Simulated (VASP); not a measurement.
The system is PtSe2.

```
Pt Se
1.0
     3.72400    0.00000    0.00000
    -1.86200    3.22508    0.00000
     0.00000    0.00000    5.06200
Pt Se
1 2
Cartesian
  0.0000 0.0000 0.0000
  0.0000 2.1501 1.2655
  1.8620 1.0750 3.7965
```

| Item | Value |
| --- | --- |
| Program | VASP 6.6.1 |
| Task | relaxation of cell and atoms |
| Functional | LDA |
| Potentials or basis | VASP PAW LDA potentials, release 64 (Pt, Se) |
| Cutoff | 520 eV |
| k mesh | 9 × 9 × 6 |
| Occupations | gaussian, width 0.02 eV |
| Spin | no spin polarisation |

At the start: pressure -0.1 GPa; volume 20.27 Å³/atom.

Problem. Where does the relaxation end?

Solution. Over 18 steps the energy falls by 10.9 meV/atom and the volume is 19.28 Å³/atom (-4.9 %); space group P-3m1 (No. 164, to 0.05 Å).

The path:
```
step  energy change (eV)  largest force (eV/Å)  pressure (GPa)  volume (Å³)
   1              0.0000                0.2259           -0.08        60.80
   2             -0.0062                0.1275           -0.83        60.71
   3             -0.0122                0.0875           -2.44        60.51
   4             -0.0138                0.0874           -2.37        60.38
   5             -0.0182                0.0872           -2.14        60.02
   6             -0.0254                0.0884           -1.65        59.29
   7             -0.0318                0.1109           -0.47        57.84
   8             -0.0318                0.1070           -0.56        57.94
   9             -0.0323                0.0693           -0.33        57.93
  10             -0.0325                0.0187           -0.01        57.91
  11             -0.0326                0.0161           -0.02        57.90
  12             -0.0327                0.0086           -0.04        57.90
  13             -0.0328                0.0063           -0.08        57.88
  14             -0.0328                0.0018           -0.07        57.89
  15             -0.0328                0.0099            0.03        57.84
  16             -0.0328                0.0077            0.00        57.86
  17             -0.0328                0.0061            0.00        57.85
  18             -0.0328                0.0012            0.00        57.83
```

Final structure:
```xyz
3
Lattice="3.7430 0.0000 0.0000 -1.8715 3.2415 0.0000 0.0000 0.0000 4.7665" Properties=species:S:1:pos:R:3 pbc="T T T"
Pt    0.0000    0.0000    0.0000
Se    0.0000    2.1610    1.2643
Se    1.8715    1.0805    3.5022
```
